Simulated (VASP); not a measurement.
```yaml
crystal:
  lattice:
    - [0.00000, 1.77582, 1.77582]
    - [1.77582, 0.00000, 1.77582]
    - [1.77582, 1.77582, 0.00000]
  atoms:
    - { symbol: Ni, position: [0.00000, 0.00000, 0.00000], spin: 0.6 }
```

Level of theory: RPBE GGA, VASP's PBE PAW potentials (set 64) (plane waves; VASP). Numerical set-up: 520 eV cut-off, 16×16×16 Γ-centred mesh, first-order Methfessel-Paxton smearing of 0.10 eV, potentials Ni.

Question: Estimate the cell moment, energy per atom (σ→0), band gap (on the k-mesh) with the smallest direct gap where there is one.

Answer: 
```json
{
 "band gap (on the k-mesh)": "none (metal, semimetal or under 0.01 eV)",
 "cell_moment": "0.60 μB",
 "energy per atom (σ→0)": "-4.953 eV/atom"
}
```

Question: Give the moment on each site (PAW-sphere projection).

Answer: 
| site | moment (μB) |
|---|---|
| Ni1 | 0.62 |

Total energies compare only between runs with the same potentials, cut-off and functional.

The compound is Ni in the fcc structure. It was relaxed first. The start is the result of an earlier pass.
